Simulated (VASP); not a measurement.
An input for Quantum ESPRESSO's pw.x (written as the equivalent of a VASP run, and not itself run):

```
&CONTROL
  calculation = 'vc-relax'
  pseudo_dir = './pseudo'
  outdir = './out'
  tprnfor = .true.
  tstress = .true.
  nstep = 60
  forc_conv_thr = 0.00039
/
&SYSTEM
  ibrav = 0
  nat = 2
  ntyp = 2
  ecutwfc = 76
  occupations = 'smearing'
  smearing = 'methfessel-paxton'
  degauss = 0.00735
  input_dft = 'pbe'
/
&ELECTRONS
  conv_thr = 7.3e-08
  electron_maxstep = 100
/
&IONS
/
&CELL
/
ATOMIC_SPECIES
  W 183.840 W.upf
  B 10.810 B.upf
CELL_PARAMETERS angstrom
     0.0000000    2.8405630    2.8405630
     2.8405630    0.0000000    2.8405630
     2.8405630    2.8405630    0.0000000
ATOMIC_POSITIONS crystal
  W    0.0000000  0.0000000  0.0000000
  B    0.2500000  0.2500000  0.2500000
K_POINTS automatic
  10 10 10 0 0 0
```

Problem. Write the VASP files for the same calculation (PBE).

Solution. Several could match; the one computed here: 
File KPOINTS:
```
Automatic mesh
0
gamma
  10 10 10
```

### INCAR
```
! general
SYSTEM   =  WB
PREC     =  Accurate
ENCUT    =  520
LREAL    =  .FALSE.
LASPH    =  .TRUE.

! electronic loop
EDIFF    =  1E-6
NELM     =  100
ALGO     =  Normal
LMAXMIX  =  6

! smearing
ISMEAR   =  1
SIGMA    =  0.1

! functional
GGA      =  PE

! ions
IBRION   =  2
NSW      =  60
ISIF     =  3
EDIFFG   =  -0.01

! output
LWAVE    =  .FALSE.
LCHARG   =  .FALSE.
```

POSCAR:
```
WB
1.0
  0.0000000000   2.8405630000   2.8405630000
  2.8405630000   0.0000000000   2.8405630000
  2.8405630000   2.8405630000   0.0000000000
W B
1 1
Direct
  0.0000000000   0.0000000000   0.0000000000
  0.2500000000   0.2500000000   0.2500000000
```

POTCAR, in this order: W_sv B (PBE.64 set). Program: vasp_std.

Limits of the translation: the potentials are each code's own (VASP's PAW set, PseudoDojo norm-conserving files in pw.x), so ENCUT and ecutwfc are chosen apart and not converted; conv_thr bounds pw.x's estimated SCF error, while EDIFF bounds the energy change between steps; forc_conv_thr acts on force components and is met together with etot_conv_thr.

The structure was generated: WB was put into the zinc blende type (F-43m), which need not be its known phase. This run relaxes it. Symmetry was kept, so distortions that lower it aren't found.
